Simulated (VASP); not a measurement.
The system is MnS.

```
Mn S
1.0
     0.00000    2.61225    2.61225
     2.61225    0.00000    2.61225
     5.22450    5.22450    0.00000
Mn S
2 2
Direct
  0.00000 0.00000 0.00000
  0.00000 0.00000 0.50000
  0.50000 0.50000 0.25000
  0.50000 0.50000 0.75000
```

Base run:

* Program: VASP 6.6.1
* Functional: PBEsol
* Potentials or basis: VASP PAW PBE potentials, release 64 (Mn_pv, S)
* Cutoff: 520 eV
* k mesh: 7 × 7 × 4
* Occupations: gaussian, width 0.05 eV
* Spin: collinear spin, ferromagnetic start
* Starting moments: [4.0, 4.0, 0.0, 0.0] μB
* Hubbard terms: Mn d U = 4 eV

Its results: band gap on the k mesh 0.58 eV; pressure -0.3 GPa; net moment 10.00 μB per cell; site moments Mn +4.59; S +0.08 μB.

The run is repeated on the same cell with these changes: spin from collinear spin, ferromagnetic start to collinear spin, antiferromagnetic start; moments at the start from [4.0, 4.0, 0.0, 0.0] to [4.0, -4.0, 0.0, 0.0]. What comes out?

Band gap on the k mesh 2.28 eV; pressure -1.8 GPa; net moment 0.00 μB per cell; site moments Mn +4.50, -4.50; S +0.00 μB.

Caveats: the PAW data sets were made with another functional, which shifts forces and pressure a little; an odd mesh through Γ misses points on the zone boundary, where band edges often lie.
